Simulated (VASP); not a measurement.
Input:

```xyz
2
Lattice="2.9507 0.0000 0.0000 0.0000 2.9507 0.0000 0.0000 0.0000 2.9507" Properties=species:S:1:pos:R:3 pbc="T T T"
Ga     1.4753     1.4753     1.4753
Co     0.0000     0.0000     0.0000
```

Computed with vdW-DF2, VASP's PBE PAW potentials (set 64) (plane waves; VASP 6.6.1). Settings: 520 eV cut-off, 11×11×11 Γ-centred mesh, first-order Methfessel-Paxton smearing of 0.10 eV, potentials Ga_d Co.

### Question
Estimate the energy per atom (σ→0), band gap (on the k-mesh) with the smallest direct gap where there is one.

### Answer

```json
{
  "band gap (on the k-mesh)": "none (metal, semimetal or under 0.01 eV)",
  "energy per atom (σ→0)": "-145.4 kJ/mol of atoms"
}
```

Total energies compare only between runs with the same potentials, cut-off and functional.

The compound is CoGa in the CsCl type structure. It was relaxed first, which changed the volume by +8 %. The start is the result of an earlier pass. The run is not spin-polarised, so no magnetic state was tried.
